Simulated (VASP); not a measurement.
Consider the following.

```
Al3Sc
1.0
    4.07920     0.00000     0.00000
    0.00000     4.07920     0.00000
    0.00000     0.00000     4.07920
Sc Al
1 3
Direct
  0.00000   0.00000   0.00000
  0.00000   0.50000   0.50000
  0.50000   0.00000   0.50000
  0.50000   0.50000   0.00000
```

Method: r2SCAN+rVV10, VASP's PBE PAW potentials (set 64) (plane waves; VASP 6.6.1). Run with 520 eV cut-off, 9×9×9 Γ-centred mesh, tetrahedra with Blöchl corrections, potentials Sc_sv Al.

Task: Give the energies of bands 5 to 13 at the high-symmetry points, in eV from the Fermi level.

Result: 
```
band       Γ      X      M      R
----  ------  -----  -----  -----
5     -10.65  -8.66  -7.16  -4.99
6      -2.70  -7.79  -5.97  -4.99
7      -2.70  -1.84  -5.97  -4.99
8      -1.99  -1.84  -4.68  -4.83
9      -1.99  -1.57  -0.54  -3.25
10     -1.99   1.01  -0.54  -3.25
11      1.33   1.01   1.23  -3.25
12      1.45   1.25   1.55   1.10
13      1.45   1.36   2.37   2.96
```

It has no gap at this level: it comes out as a metal or semimetal.

The compound is Al3Sc in the L1_2 structure. It was relaxed first.
